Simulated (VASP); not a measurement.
Wanted: the native input for a VASP 6.6.1 run.

| Quantity | Value |
| --- | --- |
| Task | relaxation of cell and atoms |
| Functional | PBEsol |
| Potentials or basis | VASP PAW PBE potentials, release 64 (Al) |
| Cutoff | 600 eV |
| k mesh | 18 × 18 × 18 |
| Occupations | methfessel-paxton, width 0.1 eV |
| Spin | no spin polarisation |
| Further INCAR settings | ALGO = Normal; EDIFF = 1e-06; IBRION = 2; EDIFFG = -0.01; NSW = 90; ISIF = 3 |

The structure of Al lies in POSCAR:

```
Al
1.0
    0.0000000000      2.0248050000      2.0248050000
    2.0248050000      0.0000000000      2.0248050000
    2.0248050000      2.0248050000      0.0000000000
Al
1
Direct
    0.0000000000      0.0000000000      0.0000000000
```

The input as run:

INCAR

```
PREC = Accurate ; ENCUT = 600
EDIFF = 1E-6 ; ISMEAR = 1
SIGMA = 0.1 ; LREAL = False
LASPH = True ; NELM = 80
ALGO = Normal ; ISIF = 3
LWAVE = False ; LCHARG = False
GGA = PS ; IBRION = 2
NSW = 90 ; EDIFFG = -0.01
```

KPOINTS

```
Automatic mesh
0
Gamma
  18 18 18
```

Potentials or basis: VASP PAW PBE potentials, release 64 (Al).

The run is started by

```sh
$ cat potpaw_PBE.64/Al/POTCAR > POTCAR
$ mpirun -np 1 vasp_std > vasp.out
```

Results of the run:

* Relaxed volume: 16.19 Å³/atom
* Relaxed cell: a = 2.840 Å, b = 2.840 Å, c = 2.840 Å, α = 60.00°, β = 60.00°, γ = 60.00°
* Space group after relaxing (to 0.05 Å): Fm-3m (No. 225)
* Energy gained by relaxing: 2.4 meV/atom
* Ionic steps: 3
* Pressure after relaxing: 0.0 GPa
* Band gap on the k mesh: none (metal or under the smearing width)

Caveat: the PAW data sets were made with another functional, which shifts forces and pressure a little.

Wall time 12 s on 1 thread of Intel(R) Xeon(R) Platinum 8488C (Sapphire Rapids), on a shared host, peak memory 0.14 GiB.
